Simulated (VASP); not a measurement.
Elastic constants (GPa) of a crystal from VASP with PBE GGA, VASP's PBE PAW potentials (set 64):

```json
[
 {"": "xx", "xx": "106.0", "yy": "6.0", "zz": "6.0", "yz": "0.0", "xz": "0.0", "xy": "0.0"},
 {"": "yy", "xx": "6.0", "yy": "106.0", "zz": "6.0", "yz": "0.0", "xz": "0.0", "xy": "0.0"},
 {"": "zz", "xx": "6.0", "yy": "6.0", "zz": "106.0", "yz": "0.0", "xz": "0.0", "xy": "0.0"},
 {"": "yz", "xx": "0.0", "yy": "0.0", "zz": "0.0", "yz": "14.2", "xz": "0.0", "xy": "0.0"},
 {"": "xz", "xx": "0.0", "yy": "0.0", "zz": "0.0", "yz": "0.0", "xz": "14.2", "xy": "0.0"},
 {"": "xy", "xx": "0.0", "yy": "0.0", "zz": "0.0", "yz": "0.0", "xz": "0.0", "xy": "14.2"}
]
```

Work out the Voigt, Reuss and Hill moduli, Young's modulus and Poisson's ratio.

All eigenvalues are positive (smallest 14.2 GPa), so the crystal is stable. K_V = (C11+C22+C33+2(C12+C13+C23))/9 = (318.0 + 2×18.0)/9 = 39.3 GPa; G_V = (318.0 − 18.0 + 3×42.6)/15 = 28.5 GPa. From the compliances, K_R = 39.3 GPa and G_R = 19.9 GPa. Hill: K = 39.3 GPa, G = 24.2 GPa, E = 9KG/(3K+G) = 60.3 GPa, ν = (3K−2G)/(2(3K+G)) = 0.245. K/G = 1.62, below Pugh's 1.75; universal anisotropy A^U = 2.17.

With a density of 7.86 g/cm³, what are the mean sound speeds?

v_l = √((K+4G/3)/ρ) = 3.02 km/s and v_t = √(G/ρ) = 1.75 km/s. The crystal is PbTe (rock salt), cubic.

The compound is PbTe in the rock salt structure. It was relaxed first.
